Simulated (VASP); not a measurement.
Consider the following.

```
CELL_PARAMETERS angstrom
      4.16838     0.00000     0.00000
     -2.08419     3.60992     0.00000
      0.00000     0.00000     5.87555
ATOMIC_POSITIONS crystal
  Mo 0.33333 0.66667 0.97903
  Mo 0.66667 0.33333 0.47903
  Se 0.33333 0.66667 0.39597
  Se 0.66667 0.33333 0.89597
```

All values below come from PBE GGA, VASP's PBE PAW potentials (set 64) (plane waves; VASP). Run with 400 eV cut-off, 10×10×6 Γ-centred mesh, tetrahedra with Blöchl corrections, potentials Mo_sv Se.

For a metal the tetrahedron method with Blöchl corrections gives inexact stress and forces.

**Question.** Give the force on each atom (eV/Å).

**Answer.** 
```tsv
atom	Fx	Fy	Fz
Mo1	0.000	0.000	-0.067
Mo2	0.000	0.000	-0.067
Se3	0.000	0.000	0.067
Se4	0.000	0.000	0.067
```

**Question.** Give the stress tensor in GPa (positive for a compressed cell).

**Answer.** 
```
 0.09   0.00   0.00
 0.00   0.09   0.00
 0.00   0.00  -0.16
```
The pressure is its mean diagonal, 0.00 GPa.

The structure was generated: MoSe was put into the wurtzite type (P6_3mc), which need not be its known phase. It was relaxed first, which changed the volume by -30 %.
